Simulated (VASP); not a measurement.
Given:

```yaml
crystal:
  lattice:
    - [0.00000, 3.06148, 3.06148]
    - [3.06148, 0.00000, 3.06148]
    - [3.06148, 3.06148, 0.00000]
  atoms:
    - { symbol: Cd, position: [0.00000, 0.00000, 0.00000] }
    - { symbol: Se, position: [0.25000, 0.25000, 0.25000] }
```

All values below come from SCAN meta-GGA, VASP's PBE PAW potentials (set 64) (plane waves; VASP). Settings: 520 eV cut-off, 8×8×8 Γ-centred mesh, tetrahedra with Blöchl corrections, potentials Cd Se.

Task: What does the run give for the energy per atom (σ→0), band gap (over mesh and band path) with the smallest direct gap where there is one?

Result: 
- band gap (over mesh and band path) = 0.93 eV
- smallest direct gap (over mesh and band path) = 0.93 eV
- energy per atom (σ→0) = -2502.8 kJ/mol of atoms

The compound is CdSe in the zinc blende structure, whereas wurtzite is the usual form. It was relaxed first.
